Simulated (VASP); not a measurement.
## Stiffness of cubic Ge

The cell as given, ahead of any relaxation:

The structure is cubic, space group Fd-3m (No. 227). Conventional cell: a = 5.680 Å, b = 5.680 Å, c = 5.680 Å, α = 90.00°, β = 90.00°, γ = 90.00°. Ge (site symmetry -43m) is surrounded by 4 Ge at 2.46 Å.

Constants in GPa on the cubic axes, for the cell relaxed at the run's level, with the atoms relaxed in the strained cells where symmetry lets them move; no spin polarisation, no spin-orbit coupling. Meshes are those of the run's cell of 2 atoms. Occupations: gaussian 0.05 eV (run 1); gaussian 0.05 eV (run 2). Space group Fd-3m.

```csv
run,level,program and potentials,k mesh,cell,C11,C12,C44
1,PBEsol,"VASP, PBE PAW files Ge, 350 eV (made for PBE)",12 × 12 × 12,"relaxed, 23.16 Å³ an atom",112.9,44.8,56.2
2,PBEsol,"VASP, PBE PAW files Ge_d, 600 eV (made for PBE)",12 × 12 × 12,"relaxed, 22.84 Å³ an atom",115.1,44.7,59.1
```

Task: For run 2, work out the bulk, shear and Young's moduli of a random polycrystal, Poisson's ratio and the anisotropy, and test the cell's stability.

Result: From the values as printed: B = (C11 + 2 C12)/3 = 68.2 GPa. Voigt: G_V = (C11 - C12 + 3 C44)/5 = 49.5; Reuss: G_R = 5 C44 (C11 - C12)/[4 C44 + 3 (C11 - C12)] = 46.5; Hill's mean, from the unrounded bounds, G = 48.0 GPa. Young's modulus E = 9BG/(3B + G) = 116.6 GPa, Poisson's ratio ν = (3B - 2G)/[2(3B + G)] = 0.215. Zener's ratio 2 C44/(C11 - C12) = 1.68, so the crystal is stiffest along ⟨111⟩ and softest along ⟨100⟩. C11 > |C12|, C11 + 2 C12 > 0 and C44 > 0 hold, so the cell is stable against small uniform strains, which says nothing of soft phonons. Over the runs shown B spans 67.5 to 68.2 GPa and C44 56.2 to 59.1.
